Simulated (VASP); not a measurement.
Data:

```
CELL_PARAMETERS angstrom
      4.04129     0.00000     0.00000
     -2.02065     3.49986     0.00000
      0.00000     0.00000     9.31400
ATOMIC_POSITIONS crystal
  Hg 0.31458 0.00000 0.66667
  Hg 0.00000 0.31458 0.33333
  Hg 0.68542 0.68542 0.00000
  S  0.47975 0.00000 0.16667
  S  0.00000 0.47975 0.83333
  S  0.52025 0.52025 0.50000
```

Computed with LDA (Ceperley-Alder, Perdew-Zunger) with spin-orbit coupling, VASP's LDA PAW potentials (set 64) (plane waves; VASP). Numerical set-up: 400 eV cut-off, 6×6×3 Γ-centred mesh, Gaussian smearing of 0.050 eV, potentials Hg S.

**Question.** What does the run give for the energy per atom (σ→0), band gap (over mesh and band path) with the smallest direct gap where there is one?

**Answer.** 
band gap (over mesh and band path): 0.91 eV
smallest direct gap (over mesh and band path): 0.97 eV
energy per atom (σ→0): -3120 meV/atom

Total energies compare only between runs with the same potentials, cut-off and functional.

The structure comes from a computed database's HgS entry (P3_221), a phase known from measurement. It was relaxed first, which changed the volume by -20 %.
